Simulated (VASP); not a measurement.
Consider the following.

```
CELL_PARAMETERS angstrom
      0.00000     2.06193     2.06193
      2.06193     0.00000     2.06193
      2.06193     2.06193     0.00000
ATOMIC_POSITIONS crystal
  Ti 0.00000 0.00000 0.00000
  N  0.50000 0.50000 0.50000
```

All values below come from PBE GGA, VASP's PBE PAW potentials (set 64) (plane waves; VASP). Run with 620 eV cut-off, 15×15×15 Γ-centred mesh, first-order Methfessel-Paxton smearing of 0.10 eV, potentials Ti_sv N.

Energy and stress use the plane-wave basis of the starting cell.

Question: The ions, cell shape and volume at an external pressure of 45.0 GPa are relaxed. Give the cell that the relaxation ends in.

Answer: 
```
CELL_PARAMETERS angstrom
      0.00000     2.03755     2.03755
      2.03755     0.00000     2.03755
      2.03755     2.03755     0.00000
ATOMIC_POSITIONS crystal
  Ti 0.00000 0.00000 0.00000
  N  0.50000 0.50000 0.50000
```
Space group Fm-3m (225), at a tolerance of 0.03 Å.

Question: How do energy and volume change from the first to the last step?

Answer: The energy (σ→0) changes by +71.3 meV/atom and the volume by -3.5 %, in 4 ionic steps.

```json
[
 {"step": "1", "E(σ→0) (eV)": "-19.4949", "max force (eV/Å)": "0.000", "pressure (GPa)": "29.77", "volume (Å³)": "17.53"},
 {"step": "2", "E(σ→0) (eV)": "-18.7623", "max force (eV/Å)": "0.000", "pressure (GPa)": "91.70", "volume (Å³)": "15.50"},
 {"step": "3", "E(σ→0) (eV)": "-19.3574", "max force (eV/Å)": "0.000", "pressure (GPa)": "44.47", "volume (Å³)": "16.94"},
 {"step": "4", "E(σ→0) (eV)": "-19.3524", "max force (eV/Å)": "0.000", "pressure (GPa)": "44.80", "volume (Å³)": "16.92"}
]
```

The compound is TiN in the rock salt structure. This run relaxes it under an external pressure of 45 GPa. Symmetry was kept, so distortions that lower it aren't found. The electron count is odd and the run is not spin-polarised, which forces a metal.
